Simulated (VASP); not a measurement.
Method: vdW-DF2, VASP's PBE PAW potentials (set 64) (plane waves; VASP).

VASP input:

File KPOINTS:
```
Automatic mesh
0
G
  8 8 8
```

### INCAR
```
SYSTEM = Pt3Ti
AGGAC = 0.0
ENCUT = 520   # plane-wave cut-off (eV)
LASPH = T
LCHARG = F
LUSE_VDW = T
ISIF = 2   # forces and stress, cell fixed
PREC = Accurate
ALGO = Normal   # blocked Davidson
ISMEAR = 1
LREAL = F   # projection in real space or not
GGA = ML
EDIFF = 1E-7   # SCF stop (eV)
NELM = 100
LWAVE = F
SIGMA = 0.1   # width (eV)
ZAB_VDW = -1.8867
LMAXMIX = 6   # l cut-off of mixed one-centre charges
```

### POSCAR
```
Pt3Ti
1
    4.0630494875     0.0000000000     0.0000000000
    0.0000000000     4.0630494875     0.0000000000
    0.0000000000     0.0000000000     4.0630494875
Ti Pt
1 3
Direct
  0.0000000000   0.0000000000   0.0000000000
  0.0000000000   0.5000000000   0.5000000000
  0.5000000000   0.0000000000   0.5000000000
  0.5000000000   0.5000000000   0.0000000000
```

POTCAR, in this order: Ti_sv Pt (PBE.64 set). Program: vasp_std.

The resulting files:

**OUTCAR**
```
 ion  position               nearest neighbor table
   1  0.000  0.000  0.000-   2 2.87   3 2.87   4 2.87   2 2.87   3 2.87   2 2.87   4 2.87   2 2.87
                             3 2.87   4 2.87   3 2.87   4 2.87
   2  0.000  0.500  0.500-   1 2.87   3 2.87   4 2.87   1 2.87   4 2.87   1 2.87   3 2.87   1 2.87
                             3 2.87   4 2.87   4 2.87   3 2.87
   3  0.500  0.000  0.500-   1 2.87   2 2.87   4 2.87   1 2.87   4 2.87   2 2.87   4 2.87   4 2.87
                             1 2.87   2 2.87   1 2.87   2 2.87
   4  0.500  0.500  0.000-   1 2.87   2 2.87   3 2.87   2 2.87   3 2.87   1 2.87   3 2.87   3 2.87
                             1 2.87   2 2.87   2 2.87   1 2.87
  LATTYP: Found a simple cubic cell.
 ALAT       =     4.0630494875
 Subroutine PRICEL returns:
 Original cell was already a primitive cell.
 Subroutine GETGRP returns: Found 48 space group operations
The static configuration has the point symmetry O_h .
The dynamic configuration has the point symmetry O_h .
 Subroutine INISYM returns: Found 48 space group operations
 Subroutine IBZKPT returns following result:
 Found     35 irreducible k-points:

 Following reciprocal coordinates:
            Coordinates               Weight
  0.000000  0.000000  0.000000      1.000000
  0.125000  0.000000  0.000000      6.000000
  0.250000  0.000000  0.000000      6.000000
  0.375000  0.000000  0.000000      6.000000
  0.500000  0.000000  0.000000      3.000000
  0.125000  0.125000  0.000000     12.000000
  0.250000  0.125000  0.000000     24.000000
  0.375000  0.125000  0.000000     24.000000
  0.500000  0.125000  0.000000     12.000000
  0.250000  0.250000  0.000000     12.000000
  0.375000  0.250000  0.000000     24.000000
  0.500000  0.250000  0.000000     12.000000
  0.375000  0.375000  0.000000     12.000000
  0.500000  0.375000  0.000000     12.000000
  0.500000  0.500000  0.000000      3.000000
  0.125000  0.125000  0.125000      8.000000
  0.250000  0.125000  0.125000     24.000000
  0.375000  0.125000  0.125000     24.000000
...
```

File OSZICAR:
```
       N       E                     dE             d eps       ncg     rms          rms(c)
DAV:   1     0.389774857680E+03    0.38977E+03   -0.21178E+04  1750   0.178E+03
DAV:   2     0.151492279162E+02   -0.37463E+03   -0.36805E+03  1914   0.439E+02
DAV:   3    -0.172995783928E+02   -0.32449E+02   -0.30879E+02  2660   0.108E+02
DAV:   4    -0.183208532983E+02   -0.10213E+01   -0.10160E+01  2096   0.204E+01
DAV:   5    -0.183545391149E+02   -0.33686E-01   -0.33652E-01  2602   0.363E+00    0.163E+01
DAV:   6    -0.181765163967E+02    0.17802E+00   -0.38153E+01  2673   0.335E+01    0.209E+01
DAV:   7    -0.160599391315E+02    0.21166E+01   -0.49404E+01  2680   0.396E+01    0.803E+00
DAV:   8    -0.155371172653E+02    0.52282E+00   -0.16874E+00  2446   0.786E+00    0.422E+00
DAV:   9    -0.153625622024E+02    0.17456E+00   -0.17324E+00  2712   0.657E+00    0.147E+00
DAV:  10    -0.153528041248E+02    0.97581E-02   -0.70111E-02  2472   0.184E+00    0.587E-01
DAV:  11    -0.153523848984E+02    0.41923E-03   -0.40470E-03  2572   0.418E-01    0.331E-01
DAV:  12    -0.153513181411E+02    0.10668E-02   -0.74248E-03  2710   0.434E-01    0.556E-02
DAV:  13    -0.153513103740E+02    0.77672E-05   -0.23493E-04  2404   0.107E-01    0.176E-02
DAV:  14    -0.153513115470E+02   -0.11731E-05   -0.26596E-05  2460   0.354E-02    0.110E-02
DAV:  15    -0.153513112660E+02    0.28105E-06   -0.51281E-06  2642   0.154E-02    0.143E-03
DAV:  16    -0.153513115253E+02   -0.25928E-06   -0.19101E-07  1659   0.339E-03    0.422E-04
DAV:  17    -0.153513115289E+02   -0.36630E-08   -0.32483E-08  1021   0.155E-03
   1 F= -.15351312E+02 E0= -.15351810E+02  d E =0.149545E-02
```

OUTCAR:
```
------------------------ aborting loop because EDIFF is reached ----------------------------------------
  FORCE on cell =-STRESS in cart. coord.  units (eV):
  Direction    XX          YY          ZZ          XY          YZ          ZX
  --------------------------------------------------------------------------------------
  Total        0.0175100      0.0175100      0.0175100     -0.0000000     -0.0000000      0.0000000
  in kB        0.4182543      0.4182543      0.4182543     -0.0000000     -0.0000000      0.0000000
  external PRESSURE =       0.4182543 kB  Pullay stress =       0.0000000 kB
  volume of cell :       67.07
      direct lattice vectors                 reciprocal lattice vectors
     4.063049487  0.000000000  0.000000000     0.246120556  0.000000000  0.000000000
     0.000000000  4.063049487  0.000000000     0.000000000  0.246120556  0.000000000
     0.000000000  0.000000000  4.063049487     0.000000000  0.000000000  0.246120556
 POSITION                                       TOTAL-FORCE (eV/Angst)
 -----------------------------------------------------------------------------------
      0.00000      0.00000      0.00000         0.000000      0.000000      0.000000
      0.00000      2.03152      2.03152         0.000000      0.000000      0.000000
      2.03152      0.00000      2.03152         0.000000      0.000000      0.000000
      2.03152      2.03152      0.00000         0.000000      0.000000      0.000000
 -----------------------------------------------------------------------------------
    total drift:                                0.000000      0.000000     -0.000000
  FREE ENERGIE OF THE ION-ELECTRON SYSTEM (eV)
  ---------------------------------------------------
  free  energy   TOTEN  =       -15.3513115289 eV

  energy  without entropy=      -15.3528069787  energy(sigma->0) =      -15.35181001
```
(Selected blocks of OUTCAR.)

The compound is Pt3Ti in the L1_2 structure. It was relaxed first, which changed the volume by +11 %.
